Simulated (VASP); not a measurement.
Input:

```yaml
crystal:
  lattice:
    - [3.19681, 0.00000, 0.00000]
    - [0.00000, 3.09254, 0.00000]
    - [0.00000, 0.00000, 3.20341]
  atoms:
    - { symbol: Zn, position: [0.50000, 0.50000, 0.50000] }
    - { symbol: Au, position: [0.02514, 0.00000, 0.00000] }
```

Level of theory: PBE GGA + U (Dudarev), VASP's PBE PAW potentials (set 64) (plane waves; VASP). Numerical set-up: 400 eV cut-off, 10×11×10 Γ-centred mesh, first-order Methfessel-Paxton smearing of 0.10 eV, potentials Zn Au, U − J: Zn 4.00 eV.

Unless said otherwise, spin-orbit coupling is left out, though it shifts the bands of the heavy elements here.

### Question
Estimate the energy per atom (σ→0), largest force, band gap (on the k-mesh) with the smallest direct gap where there is one.

### Answer

```yaml
band gap (on the k-mesh): none (metal, semimetal or under 0.01 eV)
energy per atom (σ→0): -2.187 eV/atom
largest_force: 0.256 eV/Å
```

Total energies compare only between runs with the same potentials, cut-off and functional.

The compound is AuZn in the CsCl type structure. The cell was not relaxed at this level, atoms are displaced from their ideal sites. The run is one of a series of settings (LDAU = .TRUE., LDAUJ = 0 0, LDAUL = 2 -1, LDAUTYPE = 2, LDAUU = 4.0 0 against the base run), some of them coarse on purpose. The electron count is odd and the run is not spin-polarised, which forces a metal.
